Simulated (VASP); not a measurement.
# CsSb6I (P1) in VASP: single point with r2SCAN

Aim: the single point of CsSb6I with r2SCAN.

All numbers are computed with VASP 6.6.1; they aren't measurements. Logs are shortened: lines on timing, memory, paths and dates and some standing lists are left out, and cuts for length are marked.

**1. Starting point**

The typed cell holds 8 atoms: a = 6.372 Å, b = 6.618 Å, c = 6.472 Å, α = 95.37°, β = 97.43°, γ = 98.25°.

The cell was built by a generator and needn't be a form met in nature.

**2. Single point, r2SCAN**

Contents of POSCAR:

```
CsSb6I
1.0
    6.3704552200     -0.1123403600     -0.0723107000
   -0.8328793200      6.5647473800      0.0622464800
   -0.7782683600     -0.7701986000      6.3785724400
Sb Cs I
6 1 1
Direct
    0.0729600000      0.8015980000      0.6972150000
    0.7101620000      0.0740320000      0.8102350000
    0.8164060000      0.7168870000      0.0697150000
    0.9119920000      0.1876610000      0.3054560000
    0.3081620000      0.9184310000      0.1962100000
    0.1846310000      0.3081810000      0.9284510000
    0.4891750000      0.4866510000      0.5028820000
    0.0071490000      0.0107700000      0.9954460000
```

Contents of INCAR.step1:

```
ALGO     = Normal         # electronic algorithm
EDIFF    = 1E-4           # SCF threshold, eV
ENCUT    = 520            # plane-wave cutoff, eV
GGA      = PE             # functional
ISMEAR   = -1             # smearing method
LASPH    = T              # aspherical terms in the spheres
LCHARG   = F              # write CHGCAR
LREAL    = F              # projectors in reciprocal space
LWAVE    = T              # write WAVECAR
NBANDS   = 33             # bands
NELM     = 100            # most SCF steps
PREC     = Accurate       # precision mode
SIGMA    = 0.1            # smearing width, eV
```

Contents of INCAR.step2:

```
ALGO     = Normal         # electronic algorithm
EDIFF    = 1E-6           # SCF threshold, eV
ENCUT    = 520            # plane-wave cutoff, eV
ISIF     = 2              # what is computed and relaxed
ISMEAR   = -1             # smearing method
ISTART   = 1            
LASPH    = T              # aspherical terms in the spheres
LCHARG   = F              # write CHGCAR
LMIXTAU  = T            
LREAL    = F              # projectors in reciprocal space
LWAVE    = F              # write WAVECAR
METAGGA  = R2SCAN         # meta-GGA
NBANDS   = 33             # bands
NELM     = 100            # most SCF steps
PREC     = Accurate       # precision mode
SIGMA    = 0.1            # smearing width, eV
```

Contents of KPOINTS:

```
Automatic mesh
0
Gamma
  3 3 3
  0.5 0 0.5
```

Potentials or basis: VASP PAW PBE potentials, release 64 (Sb, Cs_sv, I).

Command:

```
> cat potpaw_PBE.64/Sb/POTCAR potpaw_PBE.64/Cs_sv/POTCAR potpaw_PBE.64/I/POTCAR > POTCAR
> cp INCAR.step1 INCAR
> mpirun -np 1 vasp_std > vasp.out
> cp INCAR.step2 INCAR
> mpirun -np 1 vasp_std > vasp.out
```

OUTCAR:

```text
EDIFF = 1E-6
   ENCUT = 520
   ISIF = 2
   ISMEAR = -1
   ISTART = 1
   LASPH = T
   LREAL = F
   METAGGA = R2SCAN
   NELM = 100
   PREC = Accurate

 ion  position               nearest neighbor table
   1  0.073  0.802  0.697-   8 2.39   3 3.13   2 3.24   5 3.35   6 3.48
   2  0.710  0.074  0.810-   8 2.22   3 3.13   6 3.16   1 3.24   4 3.27   4 3.76
   3  0.816  0.717  0.070-   8 2.27   2 3.13   1 3.13   5 3.19   4 3.28
   4  0.912  0.188  0.305-   8 2.42   6 3.27   2 3.27   3 3.28   5 3.40   2 3.76
   5  0.308  0.918  0.196-   8 2.36   3 3.19   1 3.35   6 3.37   4 3.40
   6  0.185  0.308  0.928-   8 2.23   2 3.16   4 3.27   5 3.37   1 3.48
   7  0.489  0.487  0.503-
   8  0.007  0.011  0.995-   2 2.22   6 2.23   3 2.27   5 2.36   1 2.39   4 2.42

  LATTYP: Found a triclinic cell.
 ALAT       =     6.3718560015
 B/A-ratio  =     1.5147034713
 C/A-ratio  =     1.8284117902
 COS(alpha) =     0.0066909343
 COS(beta)  =     0.5565566642
 COS(gamma) =     0.7469079056

  Lattice vectors:

 A1 = (  -6.3704552200,   0.1123403600,   0.0723107000)
 A2 = (  -7.1487235800,  -0.6578582400,   6.4508831400)
 A3 = (  -6.4250661800,   7.4472863400,  -6.2440152600)

Analysis of symmetry for initial positions (statically):
=====================================================================
 Subroutine PRICEL returns:
 Original cell was already a primitive cell.

 Routine SETGRP: Setting up the symmetry group for a
 triclinic supercell.

 Subroutine GETGRP returns: Found  1 space group operations
 (whereof  1 operations were pure point group operations)
 out of a pool of  2 trial point group operations.

The static configuration has the point symmetry C_1 .

Analysis of symmetry for dynamics (positions and initial velocities):
=====================================================================
 Subroutine PRICEL returns:
 Original cell was already a primitive cell.

 Routine SETGRP: Setting up the symmetry group for a
 triclinic supercell.

 Subroutine GETGRP returns: Found  1 space group operations
 (whereof  1 operations were pure point group operations)
 out of a pool of  2 trial point group operations.

The dynamic configuration has the point symmetry C_1 .

 Subroutine INISYM returns: Found  1 space group operations
 (whereof  1 operations are pure point group operations),
[... 97 lines left out ...]
   EDIFF  = 0.1E-05   stopping-criterion for ELM
   LREAL  =      F    real-space projection
   EDIFFG = 0.1E-04   stopping-criterion for IOM
   NSW    =      0    number of steps for IOM
   IBRION =     -1    ionic relax: 0-MD 1-quasi-New 2-CG
   NFREE  =      0    steps in history (QN), initial steepest desc. (CG)
   ISIF   =      2    stress and relaxation
   ISYM   =      2    0-nonsym 1-usesym 2-fastsym
   POTIM  = 0.5000    time-step for ionic-motion
   TEBEG  =    0.0;   TEEND  =   0.0 temperature during run
   PSTRESS=    0.0 pullay stress
   NELECT =      46.0000    total number of electrons
   NUPDOWN=      -1.0000    fix difference up-down
   EMIN   =  10.00;   EMAX   =-10.00  energy-range for DOS
   EFERMI =   0.00;   METHOD = LEGACY
   ISMEAR =    -1;   SIGMA  =   0.10  broadening in eV -4-tet -1-fermi 0-gaus
   EFERMI_NEDOS =   21; number of points for ismear=-14 and -15
   IALGO  =     38    algorithm
   IMIX   =      4    mixing-type and parameters
     AMIX     =   0.40;   BMIX     =  1.00
     AMIX_MAG =   1.60;   BMIX_MAG =  1.00
  volume/ion in A,a.u.               =      33.26       224.43
  Fermi-wavevector in a.u.,A,eV,Ry     =   0.912021  1.723470 11.317084  0.831782
  Thomas-Fermi vector in A             =   2.036368
   LORBIT       =      0    0 simple, 1 ext, 2 COOP (PROOUT), +10 PAW based schemes
   METAGGA = R2SCAN    functional components
   LHFCALC =     F    Hartree Fock is set to
   AEXX    =    0.0000 exact exchange contribution
   IVDW    =     0    specifies the selected vdW correction
   LEPSILON=     F    determine dielectric tensor
   LRPA    =     F    only Hartree local field effects (RPA)
 non-spin polarized calculation
  energy-cutoff  :      520.00
  volume of cell :      266.05
 maximum number of plane-waves:      7176
   NGX = 23   NGY = 25   NGZ = 25

 number of electron      45.9999999 magnetization

 Free energy of the ion-electron system (eV)
  ---------------------------------------------------
  ext. energy  EPLUGINS =         0.00000000
  ---------------------------------------------------
  free energy    TOTEN  =      -182.24980330 eV

  energy without entropy =     -182.03814450  energy(sigma->0) =     -182.14397390

 E-fermi :   5.7397     XC(G=0):  -9.4220

 val. band max:        5.7283823370   @ k =  -0.1667  -0.0000   0.1667
 cond. band min:       5.7718918770   @ k =   0.5000   0.3333   0.1667
 fundamental gap:      0.0435095400
 Fermi energy:         5.7397447826

 k-point     1 :       0.1667    0.0000    0.1667
  band No.  band energies     occupation
      1     -16.7401      2.00000
      2     -15.0838      2.00000
      3      -7.6014      2.00000
      4      -7.3255      2.00000
      5      -6.7871      2.00000
      6      -3.5274      2.00000
[... 493 lines left out ...]
     32      10.1640      0.00000
     33      10.5284      0.00000

------------------------ aborting loop because EDIFF is reached ----------------------------------------

  FORCE on cell =-STRESS in cart. coord.  units (eV):
  Direction    XX          YY          ZZ          XY          YZ          ZX
  --------------------------------------------------------------------------------------
  -------------------------------------------------------------------------------------
  Total       51.3593465     61.4134381     42.6247967      3.8065399     -4.2097031      7.3619061
  in kB      309.2873557    369.8333634    256.6876635     22.9230846    -25.3509443     44.3335953
  external PRESSURE =     311.9361275 kB  Pullay stress =       0.0000000 kB

 VOLUME and BASIS-vectors are now :
 -----------------------------------------------------------------------------
  energy-cutoff  :      520.00
  volume of cell :      266.05
      direct lattice vectors                 reciprocal lattice vectors
     6.370455220 -0.112340360 -0.072310700     0.157568918  0.019786057  0.021614569
    -0.832879320  6.564747380  0.062246480     0.002902674  0.152519072  0.018770506
    -0.778268360 -0.770198600  6.378572440     0.001757954 -0.001264081  0.156836749

 POSITION                                       TOTAL-FORCE (eV/Angst)
 -----------------------------------------------------------------------------------
     -0.74547      4.71710      4.49186         2.832882     -4.405643     -7.063806
      3.83182     -0.21782      5.12140       -12.489227      4.179240     -8.021450
      4.54954      4.56077      0.43027        -5.582930    -11.835322      2.673556
      5.41578      0.89423      1.89411        -3.068433      3.253424      6.414592
      1.04549      5.84353      1.28643         7.379472     -3.353667      5.174198
      0.19692      1.28730      5.92802         5.798774     13.068096     -2.416485
      2.31957      2.75247      3.20259         0.096140      0.122238     -0.033604
     -0.73815     -0.69679      6.34968         5.033323     -1.028367      3.272999
 -----------------------------------------------------------------------------------
    total drift:                               -0.000383     -0.000257      0.000333

  FREE ENERGIE OF THE ION-ELECTRON SYSTEM (eV)
  ---------------------------------------------------
  free  energy   TOTEN  =      -182.2498033035 eV

  energy  without entropy=     -182.0381444960  energy(sigma->0) =     -182.14397390
```

OSZICAR.step1:

```text
N       E                     dE             d eps       ncg     rms          rms(c)
DAV:   1     0.298982021345E+03    0.29898E+03   -0.15708E+04   924   0.110E+03
DAV:   2     0.222370050669E+02   -0.27675E+03   -0.26528E+03  1109   0.194E+02
DAV:   3    -0.573501467746E+01   -0.27972E+02   -0.27199E+02  1109   0.667E+01
DAV:   4    -0.640227377858E+01   -0.66726E+00   -0.66459E+00  1120   0.118E+01
DAV:   5    -0.641462581698E+01   -0.12352E-01   -0.12347E-01  1200   0.174E+00    0.243E+01
DAV:   6    -0.607793621467E+01    0.33669E+00   -0.36084E-01  1166   0.234E+00    0.149E+01
DAV:   7    -0.596695925305E+01    0.11098E+00   -0.31786E-01  1144   0.194E+00    0.186E+00
DAV:   8    -0.596032421697E+01    0.66350E-02   -0.45691E-02  1069   0.890E-01    0.111E+00
DAV:   9    -0.595971178069E+01    0.61244E-03   -0.78521E-03  1168   0.300E-01    0.581E-01
DAV:  10    -0.595938885903E+01    0.32292E-03   -0.86503E-04  1120   0.118E-01    0.222E-01
DAV:  11    -0.595931070174E+01    0.78157E-04   -0.31541E-04   943   0.762E-02
   1 F= -.59593107E+01 E0= -.58456240E+01  d E =-.227373E+00
```

It took 4.6 min on 1 thread of Intel Xeon Platinum 8559C (Emerald Rapids), shared host; peak memory 0.42 GiB.

What came out:

```yaml
Free_energy: -182.2498 eV
Pressure: 31.2 GPa
Largest_force: 15.420 eV/Å
Band_gap_on_the_k_mesh: 0.04 eV, indirect (least direct gap 0.19 eV)
```

Forces in eV/Å, atoms in the order of the input:
```
Sb    2.833  -4.406  -7.064
Sb  -12.489   4.179  -8.021
Sb   -5.583 -11.835   2.674
Sb   -3.068   3.253   6.415
Sb    7.379  -3.354   5.174
Sb    5.799  13.068  -2.416
Cs    0.096   0.122  -0.034
I     5.033  -1.028   3.273
```

Levels at points of the mesh, in eV from the valence-band top:
```
           k point  band 20  band 21  band 22  band 23  band 24  band 25  band 26  band 27
(0.50, 0.00, 0.50)    -1.06    -0.79    -0.34    -0.10     0.29     0.55     0.86     1.62
```

Caveat: a pressure of tens of GPa on the cell as given is suspect, and the run, the potentials or the cell itself is likely at fault; the PAW data sets were made with another functional, which shifts forces and pressure a little; spin-orbit coupling is left out, which moves the levels of the heavy elements. A k mesh can miss the band edges.
